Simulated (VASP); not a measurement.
# Cr3Mo (space group Cmmm): computed properties

Method: PBEsol GGA, VASP's PBE PAW potentials (set 64) (plane waves; VASP).

| Item | Value |
|---|---|
| space group | Cmmm (65) |
| cell | a = 2.917 Å, b = 4.155 Å, c = 8.088 Å, α = β = γ = 90.00° |
| volume per atom | 12.25 Å^3/atom |
| band gap (over mesh and band path) | none (metal, semimetal or under 0.01 eV) |
| band gap with spin-orbit coupling | none (metallic) |
| density | 8.54 g/cm³ |

Space group Cmmm (No. 65); a = 2.9165 Å, b = 4.1555 Å, c = 8.0876 Å, α = 90.00°, β = 90.00°, γ = 90.00°

```csv
atom,site,symmetry,x,y,z
Cr,4l,mm2,0.0000,0.5000,0.2655
Cr,2d,mmm,0.5000,0.5000,0.5000
Mo,2a,mmm,0.0000,0.0000,0.0000
```
(The calculation used a cell of 4 atoms; values per cell refer to that cell.)

The structure comes from a computed database's Cr3Mo entry (Cmmm); how it stands against other phases isn't given here. It was relaxed first. Symmetry was kept, so distortions that lower it aren't found. The run is not spin-polarised, so no magnetic state was tried.
